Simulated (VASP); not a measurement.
Computed with HSE06 screened hybrid, VASP's PBE PAW potentials (set 64) (plane waves; VASP 6.6.1).

VASP ran on this input.

**INCAR**
```
HFSCREEN=0.2   ! 1/Angstrom
LASPH=.TRUE.   ! aspherical one-centre terms
ISPIN=2
NELMIN=4
LORBIT=10
LHFCALC=.TRUE.
SYSTEM=B31N31Si
ALGO=Normal   ! blocked Davidson
ISIF=0
GGA=PE   ! PBE
ISMEAR=0   ! Gaussian
ISYM=0
SIGMA=0.05   ! width (eV)
MAGMOM=63*0.0159
ENCUT=400   ! plane-wave cut-off (eV)
LWAVE=.FALSE.
NELECT=251.0
NELM=50
PRECFOCK=Fast
LCHARG=.FALSE.
PREC=Normal
EDIFF=1E-5   ! SCF stop (eV)
NUPDOWN=1
LREAL=Auto   ! projection in real space or not
AEXX=0.25
```

### KPOINTS
```
K-points
0
gamma
  1 1 1
```

POSCAR:
```
B31N31Si
1
    7.2488848260     0.0000000000     0.0000000000
    0.0000000000     7.2488848260     0.0000000000
    0.0000000000     0.0000000000     7.2488848260
B N Si
31 31 1
Direct
  0.4972832090   0.9974554581   0.9981567757
  0.7489140928   0.2518974461   0.0011739069
  0.7488689069   0.0006834931   0.2526198738
  0.9990261606   0.0003310941   0.0010228050
  0.2461840172   0.2473001927   0.9988812406
  0.5011309967   0.5006271509   0.9976977057
  0.7513013420   0.7526494826   0.9988115126
  0.2462315332   0.9982060694   0.2479735681
  0.4826518617   0.2330878939   0.2333979448
  0.7510931500   0.5154203282   0.2432865544
  0.5011706813   0.9971740274   0.5013028944
  0.7509021029   0.2431499992   0.5164508218
  0.7512921579   0.9980684101   0.7533153846
  0.9997046300   0.5013659957   0.0012132021
  0.2494750646   0.7493201515   0.9986142428
  0.9960987545   0.2521699593   0.2528780682
  0.2464816973   0.5009761467   0.2484968265
  0.4986011223   0.7528146243   0.2466330703
  0.9995822569   0.0006353934   0.5020006062
  0.2464502049   0.2478073952   0.5015599430
  0.7548935449   0.7541527197   0.5016557892
  0.2494363843   0.9979748364   0.7499360688
  0.4985872530   0.2458349583   0.7535857387
  0.7549877090   0.5010778963   0.7548107014
  0.0011232450   0.7519786644   0.2488436394
  0.0008572374   0.4997777169   0.5004672852
  0.2510174879   0.7482072262   0.4998642306
  0.0011791083   0.2482122404   0.7526680048
  0.2509995377   0.4991992975   0.7488405155
  0.5005828142   0.7485529151   0.7491475448
  0.0019358076   0.7498758049   0.7504977900
  0.6237479611   0.1267771482   0.1273364820
  0.8699240204   0.3771393317   0.1290225389
  0.8698229530   0.1285162516   0.3779098785
  0.1223919799   0.1258294442   0.1265467528
  0.3753620395   0.3748296153   0.1254884255
  0.6243242395   0.6295492802   0.1202849803
  0.8745448941   0.8768087233   0.1261698646
  0.3755060289   0.1250828169   0.3754342256
  0.8765616823   0.6278524505   0.3758866863
  0.6243101407   0.1195273466   0.6304385642
  0.8768594359   0.3752772612   0.6288175781
  0.8745797405   0.1254358828   0.8774646839
  0.1241390890   0.6250826179   0.1239860271
  0.3734219912   0.8760443136   0.1236006881
  0.1238774013   0.3749578862   0.3755847512
  0.3726928727   0.6264488643   0.3664004491
  0.6249318171   0.8749353905   0.3754903210
  0.1241189403   0.1233112491   0.6256962570
  0.3726239229   0.3655841763   0.6271891305
  0.6368292217   0.6285042533   0.6290970564
  0.8774369464   0.8764872855   0.6266047745
  0.3733542022   0.1228645258   0.8767703276
  0.6249578669   0.3748406775   0.8755045953
  0.8774626911   0.6260179236   0.8772095286
  0.1248281949   0.8761791029   0.3754372416
  0.1262848779   0.6239084587   0.6245383185
  0.3755443980   0.8728743171   0.6243966977
  0.1248739801   0.3747434504   0.8768697944
  0.3755473521   0.6237897960   0.8734763439
  0.6253150783   0.8752266398   0.8759782392
  0.1251419909   0.8748042990   0.8754495296
  0.5405789770   0.4682662317   0.4694090122
```

POTCAR, in this order: B N Si (PBE.64 set). Program: vasp_gam. Read from the step before: WAVECAR.

The resulting files:

### OSZICAR
```
       N       E                     dE             d eps       ncg     rms          rms(c)
DAV:   1    -0.640760878325E+03   -0.64076E+03   -0.77553E+00   632   0.835E+00    0.357E+00
DAV:   2    -0.640797758086E+03   -0.36880E-01   -0.13322E-01   708   0.900E-01    0.255E+00
DAV:   3    -0.640778796150E+03    0.18962E-01   -0.13750E-02   736   0.321E-01    0.149E+00
DAV:   4    -0.640773839945E+03    0.49562E-02   -0.72359E-03   728   0.208E-01    0.851E-01
DAV:   5    -0.640772584737E+03    0.12552E-02   -0.12673E-03   744   0.918E-02    0.482E-01
DAV:   6    -0.640772160460E+03    0.42428E-03   -0.29051E-04   700   0.499E-02    0.269E-01
DAV:   7    -0.640772036833E+03    0.12363E-03   -0.97870E-05   716   0.296E-02    0.149E-01
DAV:   8    -0.640772001196E+03    0.35638E-04   -0.19942E-05   458   0.144E-02    0.848E-02
DAV:   9    -0.640771990468E+03    0.10728E-04   -0.73076E-06   442   0.924E-03    0.472E-02
DAV:  10    -0.640771987603E+03    0.28648E-05   -0.20540E-06   404   0.463E-03
   1 F= -.64077199E+03 E0= -.64077199E+03  d E =-.454004E-11  mag=     1.0000
```

File OUTCAR:
```
------------------------ aborting loop because EDIFF is reached ----------------------------------------
  volume of cell :      380.90
      direct lattice vectors                 reciprocal lattice vectors
     7.248884826  0.000000000  0.000000000     0.137952254  0.000000000  0.000000000
     0.000000000  7.248884826  0.000000000     0.000000000  0.137952254  0.000000000
     0.000000000  0.000000000  7.248884826     0.000000000  0.000000000  0.137952254
  FREE ENERGIE OF THE ION-ELECTRON SYSTEM (eV)
  ---------------------------------------------------
  free  energy   TOTEN  =      -640.7719876028 eV

  energy  without entropy=     -640.7719876028  energy(sigma->0) =     -640.77198760

  exchange ACFDT corr.  =         0.00000000  see jH, gK, PRB 81, 115126

 total charge

# of ion       s       p       d       tot
------------------------------------------
    1        0.676   1.338   0.000   2.014
    2        0.672   1.334   0.000   2.007
    3        0.672   1.334   0.000   2.006
    4        0.674   1.341   0.000   2.015
    5        0.675   1.330   0.000   2.005
    6        0.673   1.335   0.000   2.008
    7        0.678   1.354   0.000   2.032
    8        0.675   1.329   0.000   2.004
    9        0.715   1.302   0.000   2.017
   10        0.681   1.302   0.000   1.983
   11        0.673   1.334   0.000   2.007
   12        0.681   1.301   0.000   1.982
   13        0.678   1.354   0.000   2.033
   14        0.674   1.335   0.000   2.010
   15        0.672   1.334   0.000   2.006
   16        0.670   1.327   0.000   1.997
   17        0.676   1.348   0.000   2.023
   18        0.675   1.345   0.000   2.020
   19        0.674   1.335   0.000   2.010
   20        0.676   1.348   0.000   2.024
   21        0.678   1.355   0.000   2.033
   22        0.672   1.334   0.000   2.006
   23        0.675   1.345   0.000   2.020
   24        0.678   1.355   0.000   2.033
   25        0.674   1.336   0.000   2.010
   26        0.671   1.331   0.000   2.003
   27        0.669   1.320   0.000   1.989
   28        0.675   1.337   0.000   2.011
   29        0.669   1.320   0.000   1.989
   30        0.669   1.318   0.000   1.987
   31        0.673   1.336   0.000   2.009
   32        1.231   2.711   0.000   3.942
   33        1.226   2.695   0.000   3.921
   34        1.225   2.695   0.000   3.920
   35        1.226   2.715   0.000   3.941
   36        1.231   2.699   0.000   3.929
   37        1.231   2.725   0.000   3.956
   38        1.226   2.718   0.000   3.943
   39        1.231   2.698   0.000   3.928
   40        1.231   2.700   0.000   3.931
   41        1.231   2.725   0.000   3.956
   42        1.231   2.702   0.000   3.933
   43        1.226   2.718   0.000   3.943
   44        1.227   2.727   0.000   3.954
   45        1.227   2.728   0.000   3.955
   46        1.225   2.718   0.000   3.943
   47        1.233   2.708   0.000   3.941
   48        1.225   2.716   0.000   3.942
   49        1.227   2.727   0.000   3.954
   50        1.233   2.708   0.000   3.941
   51        1.234   2.720   0.000   3.953
   52        1.228   2.730   0.000   3.958
   53        1.227   2.728   0.000   3.955
   54        1.225   2.716   0.000   3.942
   55        1.228   2.730   0.000   3.958
   56        1.231   2.702   0.000   3.933
   57        1.225   2.717   0.000   3.942
   58        1.225   2.717   0.000   3.942
   59        1.231   2.703   0.000   3.934
   60        1.226   2.717   0.000   3.942
   61        1.232   2.716   0.000   3.948
   62        1.227   2.719   0.000   3.947
   63        0.719   0.948   0.000   1.667
--------------------------------------------------
tot         59.746 126.443   0.000 186.189

 magnetization (x)

# of ion       s       p       d       tot
------------------------------------------
    1       -0.000  -0.001   0.000  -0.001
    2        0.000   0.001   0.000   0.001
    3        0.000   0.001   0.000   0.001
    4       -0.000  -0.000   0.000  -0.000
    5       -0.000  -0.001   0.000  -0.001
    6        0.000   0.000   0.000   0.000
    7        0.001   0.009   0.000   0.010
    8       -0.000  -0.001   0.000  -0.001
    9       -0.001  -0.012   0.000  -0.013
   10        0.026   0.141   0.000   0.167
   11       -0.000   0.000   0.000   0.000
   12        0.027   0.144   0.000   0.171
   13        0.001   0.009   0.000   0.010
   14        0.001   0.002   0.000   0.003
   15        0.000   0.000   0.000   0.000
   16        0.000   0.001   0.000   0.001
   17       -0.000  -0.000   0.000  -0.000
   18        0.001   0.000   0.000   0.001
   19        0.001   0.002   0.000   0.003
   20       -0.000  -0.000   0.000  -0.000
   21        0.001   0.000   0.000   0.001
   22        0.000   0.000   0.000   0.000
...
```
(Selected blocks of OUTCAR.)

The cell is charged, with a uniform compensating background. The supercell is sampled at Γ alone, which is coarse: total energies, pressure and levels can be off, energies of defects by several tenths of an eV.

The cell is a supercell with a defect, built from BN (zinc blende): Si_B-vac_N, charge +1. The cell's shape comes from a PBE relaxation.
